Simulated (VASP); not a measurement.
Calculation: G0W0 on PBE orbitals, VASP's PBE PAW potentials (set 64) (plane waves; VASP).

Input for VASP

File POSCAR:
```
ZnS
1
    0.0000000000     2.7050000000     2.7050000000
    2.7050000000     0.0000000000     2.7050000000
    2.7050000000     2.7050000000     0.0000000000
Zn S
1 1
Direct
  0.0000000000   0.0000000000   0.0000000000
  0.2500000000   0.2500000000   0.2500000000
```

INCAR:
```
ALGO = EVGW0
ENCUT = 500
ENCUTGW = 150
GGA = PE
ISMEAR = 0
LASPH = T
LCHARG = F
LREAL = F
LSPECTRALGW = T
LWAVE = F
NBANDS = 64
NBANDSGW = 21
NELMGW = 1
NOMEGA = 64
PREC = Normal
SIGMA = 0.01
SYSTEM = ZnS
```

File KPOINTS:
```
Automatic mesh
0
Gamma
4 4 4
0 0 0
```

POTCAR, in this order: Zn_sv_GW S_GW (PBE.64 set). Program: vasp_std. Read from the step before: WAVECAR, WAVEDER.

What VASP printed:

### OUTCAR
```
 ion  position               nearest neighbor table
   1  0.000  0.000  0.000-   2 2.34   2 2.34   2 2.34   2 2.34
   2  0.250  0.250  0.250-   1 2.34   1 2.34   1 2.34   1 2.34
  LATTYP: Found a face centered cubic cell.
 ALAT       =     5.4100000000
 Subroutine PRICEL returns:
 Original cell was already a primitive cell.
 Subroutine GETGRP returns: Found 24 space group operations
The static configuration has the point symmetry T_d .
The dynamic configuration has the point symmetry T_d .
 Subroutine INISYM returns: Found 24 space group operations
 Subroutine IBZKPT returns following result:
 Found      8 irreducible k-points:

 Following reciprocal coordinates:
            Coordinates               Weight
  0.000000  0.000000  0.000000      1.000000
  0.250000  0.000000  0.000000      8.000000
  0.500000  0.000000  0.000000      4.000000
  0.250000  0.250000  0.000000      6.000000
  0.500000  0.250000  0.000000     24.000000
 -0.250000  0.250000  0.000000     12.000000
  0.500000  0.500000  0.000000      3.000000
 -0.250000  0.500000  0.250000      6.000000
 Subroutine IBZKPT_HF returns following result:
   k-points           NKPTS =      8   k-points in BZ     NKDIM =     64   number of bands    NBANDS=     64
   number of dos      NEDOS =    301   number of ions     NIONS =      2
   total plane-waves  NPLWV =  13824
   dimension x,y,z NGX =    24 NGY =   24 NGZ =   24
   dimension x,y,z NGXF=    48 NGYF=   48 NGZF=   48
   ions per type =               1   1
   PREC   = normal    normal or accurate (medium, high low for compatibility)
   ISTART =      1    job   : 0-new  1-cont  2-samecut
   ICHARG =      0    charge: 1-file 2-atom 10-const
   ISPIN  =      1    spin polarized calculation?
   LNONCOLLINEAR =      F non collinear calculations
   LSORBIT =      F    spin-orbit coupling
   INIWAV =      1    electr: 0-lowe 1-rand  2-diag
   ENCUT  =  500.0 eV  36.75 Ry    6.06 a.u.   6.97  6.97  6.97*2*pi/ulx,y,z
   NELM   =     60;   NELMIN=  2; NELMDL=  0     # of ELM steps
   EDIFF  = 0.1E-03   stopping-criterion for ELM
   LREAL  =      F    real-space projection
   NLSPLINE    = F    spline interpolate recip. space projectors
   LMAXMIX     =    2 max onsite mixed and CHGCAR
   VOSKOWN=      0    Vosko Wilk Nusair interpolation
   EDIFFG = 0.1E-02   stopping-criterion for IOM
   NSW    =      0    number of steps for IOM
   NBLOCK =      1;   KBLOCK =      1    inner block; outer block
   IBRION =     -1    ionic relax: 0-MD 1-quasi-New 2-CG
   NFREE  =      0    steps in history (QN), initial steepest desc. (CG)
   ISIF   =      0    stress and relaxation
   ISYM   =      3    0-nonsym 1-usesym 2-fastsym
   TEIN   =    0.0    initial temperature
   TEBEG  =    0.0;   TEEND  =   0.0 temperature during run
   SMASS  =  -3.00    Nose mass-parameter (am)
   PSTRESS=    0.0 pullay stress
   NELECT =      26.0000    total number of electrons
   EFERMI =   0.00;   METHOD = LEGACY
   ISMEAR =     0;   SIGMA  =   0.01  broadening in eV -4-tet -1-fermi 0-gaus
   IALGO  =     38    algorithm
   LDIAG  =      T    sub-space diagonalisation (order eigenvalues)
   IMIX   =      4    mixing-type and parameters
     AMIX     =   0.40;   BMIX     =  1.00
     AMIX_MAG =   1.60;   BMIX_MAG =  1.00
     AMIN     =   0.10
   GGA     = PE    functional components
   VOSKOWN =     0    Vosko Wilk Nusair interpolation
   LHFCALC =     T    Hartree Fock is set to
   NKREDX  =     1    reduce k-point grid by
   AEXX    =    1.0000 exact exchange contribution
   HFSCREEN=    0.0000 screening length (either q_TF or 0.3 A-1)
   HFRCUT  =    0.0000 spherical cutoff for potential kernel
   AGGAX   =    0.0000 GGA exchange part
   ALDAC   =    0.0000 LDA correlation
   AGGAC   =    0.0000 GGA correlation
...
```

File OSZICAR:
```
energies w=
    0.000    0.000    1.307    0.000    2.611    0.000    3.909    0.000
    5.200    0.000    6.481    0.000    7.751    0.000    9.007    0.000
   10.249    0.000   11.475    0.000   12.686    0.000   13.880    0.000
   15.060    0.000   16.223    0.000   17.373    0.000   18.509    0.000
   19.632    0.000   20.745    0.000   21.848    0.000   22.944    0.000
   24.033    0.000   25.118    0.000   26.202    0.000   27.285    0.000
   28.370    0.000   29.460    0.000   30.557    0.000   31.664    0.000
   32.782    0.000   33.917    0.000   35.069    0.000   36.244    0.000
   37.444    0.000   38.674    0.000   39.938    0.000   41.240    0.000
   42.587    0.000   43.984    0.000   45.437    0.000   46.955    0.000
   48.545    0.000   50.217    0.000   51.983    0.000   53.854    0.000
   55.846    0.000   57.975    0.000   60.263    0.000   62.731    0.000
   65.409    0.000   68.331    0.000   71.538    0.000   75.079    0.000
   79.017    0.000   83.428    0.000   88.412    0.000   94.093    0.000
  100.635    0.000  108.254    0.000  117.247    0.000  128.024    0.000
  141.172    0.000  157.567    0.000  178.566    0.000  206.399    0.000
NQ=   1    0.0000    0.0000    0.0000,
 performed        106000 updates of chi_q(r,r)
NQ=   2    0.2500    0.0000    0.0000,
 performed        287000 updates of chi_q(r,r)
NQ=   3    0.5000    0.0000    0.0000,
 performed        447000 updates of chi_q(r,r)
NQ=   4    0.2500    0.2500    0.0000,
 performed        628000 updates of chi_q(r,r)
NQ=   5    0.5000    0.2500    0.0000,
 performed        868000 updates of chi_q(r,r)
NQ=   6   -0.2500    0.2500    0.0000,
 performed       1087000 updates of chi_q(r,r)
NQ=   7    0.5000    0.5000    0.0000,
 performed       1231000 updates of chi_q(r,r)
NQ=   8   -0.2500    0.5000    0.2500,
 performed       1407000 updates of chi_q(r,r)
 resolving degeneracies of screened two electron integrals
```

**OUTCAR**
```


 k-point   1 :       0.0000    0.0000    0.0000
  band No.  KS-energies  QP-energies   sigma(KS)   V_xc(KS)     V^pw_x(r,r')   Z            occupation Imag(sigma)

      1    -121.6370    -134.0453     -56.1045     -38.6733     -68.8722       0.7118       2.0000       2.7399
      2     -75.8273     -84.8182     -50.9760     -37.6061     -61.3280       0.6725       2.0000       1.8961
      3     -75.8273     -84.8182     -50.9760     -37.6061     -61.3280       0.6725       2.0000       1.8961
      4     -75.8273     -84.8182     -50.9760     -37.6061     -61.3280       0.6725       2.0000       1.8961
      5      -9.8995     -10.9181     -14.4730     -13.0718     -21.1972       0.7269       2.0000       2.0752
      6      -3.1150      -4.9435     -31.4795     -28.9154     -39.9501       0.7131       2.0000       0.9728
      7      -3.1150      -4.9435     -31.4795     -28.9154     -39.9501       0.7131       2.0000       0.9728
      8      -3.1150      -4.9435     -31.4795     -28.9154     -39.9501       0.7131       2.0000       0.9728
      9      -2.6229      -4.5483     -33.8864     -31.1886     -42.7399       0.7137       2.0000       0.9208
     10      -2.6229      -4.5483     -33.8864     -31.1886     -42.7399       0.7137       2.0000       0.9208
     11       3.2215       2.4919     -17.5536     -16.6166     -20.1890       0.7787       2.0000       0.3969
     12       3.2215       2.4919     -17.5536     -16.6166     -20.1890       0.7787       2.0000       0.3969
     13       3.2215       2.4919     -17.5536     -16.6166     -20.1890       0.7787       2.0000       0.3969
     14       5.3021       6.0724     -10.3245     -11.2770      -6.7867       0.8087       0.0000      -0.3672
     15       9.5769      10.5412      -9.8815     -11.0753      -6.0094       0.8078       0.0000      -0.4688
     16       9.5769      10.5412      -9.8815     -11.0753      -6.0094       0.8078       0.0000      -0.4688
     17       9.5769      10.5412      -9.8815     -11.0753      -6.0094       0.8078       0.0000      -0.4688
     18      14.8290      16.0225     -10.7560     -12.2449      -6.3223       0.8017       0.0000      -0.6996
     19      14.8290      16.0225     -10.7560     -12.2449      -6.3223       0.8017       0.0000      -0.6996
     20      15.0640      15.9036      -8.4165      -9.4427      -3.5551       0.8181       0.0000      -0.8348
     21      17.7364      18.3387      -7.7516      -8.4851      -2.8999       0.8211       0.0000      -0.9944

 k-point   2 :       0.2500    0.0000    0.0000
  band No.  KS-energies  QP-energies   sigma(KS)   V_xc(KS)     V^pw_x(r,r')   Z            occupation Imag(sigma)

      1    -121.6371    -134.0082     -56.1049     -38.6733     -68.8725       0.7097       2.0000       2.7402
      2     -75.8278     -84.8137     -50.9749     -37.6059     -61.3274       0.6721       2.0000       1.8961
      3     -75.8278     -84.8137     -50.9749     -37.6059     -61.3274       0.6721       2.0000       1.8961
      4     -75.8278     -84.8137     -50.9749     -37.6059     -61.3274       0.6721       2.0000       1.8961
      5      -9.4785     -10.4677     -14.7771     -13.4151     -21.4255       0.7262       2.0000       1.9868
      6      -3.0666      -4.8466     -29.8663     -27.3899     -37.8932       0.7188       2.0000       0.9616
      7      -3.0490      -4.8872     -31.7184     -29.1450     -40.2202       0.7143       2.0000       0.9679
      8      -3.0490      -4.8872     -31.7184     -29.1450     -40.2202       0.7143       2.0000       0.9679
      9      -2.6217      -4.5523     -33.8791     -31.1824     -42.7372       0.7159       2.0000       0.9228
     10      -2.6217      -4.5523     -33.8791     -31.1824     -42.7372       0.7159       2.0000       0.9228
     11       0.3892      -0.6104     -17.6191     -16.3235     -21.0698       0.7716       2.0000       0.5604
     12       2.7543       1.9868     -16.9827     -15.9967     -19.6344       0.7784       2.0000       0.4158
     13       2.7543       1.9868     -16.9827     -15.9967     -19.6344       0.7784       2.0000       0.4158
     14       6.6670       7.5425     -10.4537     -11.5414      -6.8206       0.8049       0.0000      -0.3951
     15      10.1232      10.9922     -10.2093     -11.2944      -6.1911       0.8009       0.0000      -0.5246
     16      10.1965      11.1756     -10.0638     -11.2809      -6.0907       0.8045       0.0000      -0.5026
     17      10.1965      11.1756     -10.0638     -11.2809      -6.0907       0.8045       0.0000      -0.5026
     18      14.0779      15.0794     -10.0967     -11.3403      -5.7516       0.8053       0.0000      -0.6741
     19      14.0779      15.0794     -10.0967     -11.3403      -5.7516       0.8053       0.0000      -0.6741
     20      15.3928      15.9152      -7.5880      -8.2254      -2.9050       0.8197       0.0000      -0.8174
     21      19.0338      20.0375      -8.8694     -10.0919      -3.7647       0.8210       0.0000      -1.1072

 k-point   3 :       0.5000    0.0000    0.0000
  band No.  KS-energies  QP-energies   sigma(KS)   V_xc(KS)     V^pw_x(r,r')   Z            occupation Imag(sigma)

      1    -121.6372    -133.8184     -56.1052     -38.6734     -68.8727       0.6988       2.0000       2.7405
      2     -75.8281     -84.7331     -50.9739     -37.6057     -61.3267       0.6661       2.0000       1.8962
      3     -75.8281     -84.7331     -50.9739     -37.6057     -61.3267       0.6661       2.0000       1.8962
      4     -75.8281     -84.7331     -50.9739     -37.6057     -61.3267       0.6661       2.0000       1.8962
      5      -8.9737      -9.9234     -15.3141     -14.0030     -21.9145       0.7243       2.0000       1.8795
      6      -3.0019      -4.8487     -31.8958     -29.3126     -40.4194       0.7149       2.0000       0.9629
      7      -3.0019      -4.8487     -31.8958     -29.3126     -40.4194       0.7149       2.0000       0.9629
      8      -2.5936      -4.5257     -34.0203     -31.3216     -42.9113       0.7159       2.0000       0.9254
      9      -2.5936      -4.5257     -34.0203     -31.3216     -42.9113       0.7159       2.0000       0.9254
     10      -2.4198      -4.3232     -33.1697     -30.5269     -41.8631       0.7202       2.0000       0.9353
     11      -2.0605      -3.1283     -13.4052     -12.0221     -16.6832       0.7721       2.0000       0.7754
     12       2.3576       1.5573     -16.4736     -15.4456     -19.1485       0.7785       2.0000       0.4356
     13       2.3576       1.5573     -16.4736     -15.4456     -19.1485       0.7785       2.0000       0.4356
     14       6.5029       7.3813     -10.5045     -11.5895      -6.9638       0.8095       0.0000      -0.3824
     15      10.1059      11.0035     -10.0147     -11.1272      -6.1429       0.8068       0.0000      -0.4908
     16      10.1059      11.0035     -10.0147     -11.1272      -6.1429       0.8068       0.0000      -0.4908
     17      12.0662      12.7697      -9.4224     -10.3032      -4.9104       0.7986       0.0000      -0.6966
     18      15.3464      16.0747      -8.2032      -9.0989      -3.3584       0.8132       0.0000      -0.8397
     19      16.4014      17.7608     -10.3930     -12.0875      -5.4631       0.8022       0.0000      -0.8889
     20      16.4014      17.7608     -10.3930     -12.0875      -5.4631       0.8022       0.0000      -0.8889
     21      18.4424      19.8247     -10.1720     -11.8687      -4.9105       0.8147       0.0000      -1.1270

 k-point   4 :       0.2500    0.2500    0.0000
  band No.  KS-energies  QP-energies   sigma(KS)   V_xc(KS)     V^pw_x(r,r')   Z            occupation Imag(sigma)

      1    -121.6371    -134.0400     -56.1050     -38.6734     -68.8726       0.7115       2.0000       2.7403
      2     -75.8279     -84.7867     -50.9746     -37.6058     -61.3271       0.6701       2.0000       1.8962
      3     -75.8279     -84.7867     -50.9746     -37.6058     -61.3271       0.6701       2.0000       1.8962
      4     -75.8279     -84.7867     -50.9746     -37.6058     -61.3271       0.6701       2.0000       1.8962
      5      -9.3375     -10.3177     -14.8855     -13.5360     -21.5103       0.7263       2.0000       1.9581
      6      -3.1628      -4.9268     -29.3170     -26.8645     -37.2357       0.7193       2.0000       0.9661
      7      -2.9707      -4.8205     -31.9793     -29.3974     -40.5160       0.7165       2.0000       0.9638
      8      -2.9707      -4.8205     -31.9793     -29.3974     -40.5160       0.7165       2.0000       0.9638
      9      -2.6621      -4.5769     -33.5599     -30.8775     -42.3612       0.7139       2.0000       0.9269
     10      -2.5861      -4.5226     -34.0332     -31.3305     -42.9163       0.7165       2.0000       0.9205
     11       0.6498      -0.3069     -18.4700     -17.2295     -21.9622       0.7712       2.0000       0.5415
     12       1.9896       1.1499     -16.2240     -15.1439     -18.9509       0.7774       2.0000       0.4525
     13       1.9896       1.1499     -16.2240     -15.1439     -18.9509       0.7774       2.0000       0.4525
     14       7.6871       8.3336      -9.7285     -10.5288      -6.1041       0.8078       0.0000      -0.4218
     15       7.7643       8.7514     -10.7448     -11.9706      -7.1072       0.8053       0.0000      -0.4153
     16      11.7055      12.7918     -10.4486     -11.8077      -6.1536       0.7992       0.0000      -0.6034
     17      11.7055      12.7918     -10.4486     -11.8077      -6.1536       0.7992       0.0000      -0.6034
     18      12.0039      12.7296      -9.6621     -10.5587      -5.5995       0.8093       0.0000      -0.5744
     19      15.5579      16.8143     -10.3644     -11.9328      -5.7072       0.8011       0.0000      -0.7622
     20      18.9432      20.0510      -9.0345     -10.3835      -3.8822       0.8212       0.0000      -1.1131
     21      19.7741      20.5642      -8.0497      -9.0111      -3.0249       0.8218       0.0000      -1.0823

 k-point   5 :       0.5000    0.2500    0.0000
  band No.  KS-energies  QP-energies   sigma(KS)   V_xc(KS)     V^pw_x(r,r')   Z            occupation Imag(sigma)

      1    -121.6372    -133.9216     -56.1052     -38.6734     -68.8728       0.7047       2.0000       2.7406
      2     -75.8282     -84.7225     -50.9736     -37.6057     -61.3265       0.6653       2.0000       1.8963
      3     -75.8282     -84.7225     -50.9736     -37.6057     -61.3265       0.6653       2.0000       1.8963
      4     -75.8282     -84.7225     -50.9736     -37.6057     -61.3265       0.6653       2.0000       1.8963
      5      -8.8299      -9.7756     -15.4551     -14.1536     -22.0392       0.7266       2.0000       1.8504
...
```
(Selected blocks of OUTCAR.)

The mesh is coarse and the basis finite, so the quasiparticle values are not converged. VASP warned that its frequency grid is unfit for quasiparticle energies.

The compound is ZnS in the zinc blende structure. The cell was not relaxed at this level. The k-mesh is coarse (spacing up to 0.50 per Å, 2π included), so the numbers may not be converged in it.
